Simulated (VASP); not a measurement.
Method: PBEsol GGA, VASP's PBE PAW potentials (set 64) (plane waves; VASP).

VASP ran on this input.

### POSCAR
```
C
1
    0.0000000000     1.7959381116     1.7959381116
    1.7959381116     0.0000000000     1.7959381116
    1.7959381116     1.7959381116     0.0000000000
C
2
Direct
  0.0000000000   0.0000000000   0.0000000000
  0.2500000000   0.2500000000   0.2500000000
```

INCAR:
```
SYSTEM=C
PREC=Accurate; ENCUT=520; LREAL=.False.
LASPH=.True.
EDIFF=1E-7; NELM=100; ALGO=Normal
ISMEAR=0; SIGMA=0.05
GGA=PS
ISIF=2
LWAVE=.False.; LCHARG=.False.
```

**KPOINTS**
```
Automatic mesh
0
Gamma
13 13 13
0 0 0
```

POTCAR, in this order: C (PBE.64 set). Program: vasp_std.

Task: Predict the energy per atom (σ→0), pressure.

Result: 
| Property | Result |
|---|---|
| energy per atom (σ→0) | -9.618 eV/atom |
| pressure | -12.61 GPa |

### OSZICAR
```
...
DAV:   6    -0.193978805879E+02    0.46092E+00   -0.35385E-01  1400   0.460E+00    0.322E+00
DAV:   7    -0.192366783722E+02    0.16120E+00   -0.39315E-01  1600   0.490E+00    0.670E-01
DAV:   8    -0.192367259684E+02   -0.47596E-04   -0.14726E-03  1384   0.456E-01    0.305E-02
DAV:   9    -0.192367322975E+02   -0.63291E-05   -0.36114E-05  1944   0.563E-02    0.230E-02
DAV:  10    -0.192367373590E+02   -0.50615E-05   -0.33157E-06  1424   0.214E-02    0.436E-03
DAV:  11    -0.192367372423E+02    0.11674E-06   -0.28720E-08  1456   0.166E-03    0.979E-04
DAV:  12    -0.192367372435E+02   -0.12020E-08   -0.27666E-09   672   0.640E-04
   1 F= -.19236737E+02 E0= -.19236737E+02  d E =-.674778E-20
```

The compound is C in the diamond structure. This cell is one point of a volume scan, at 1.03 of the reference volume.
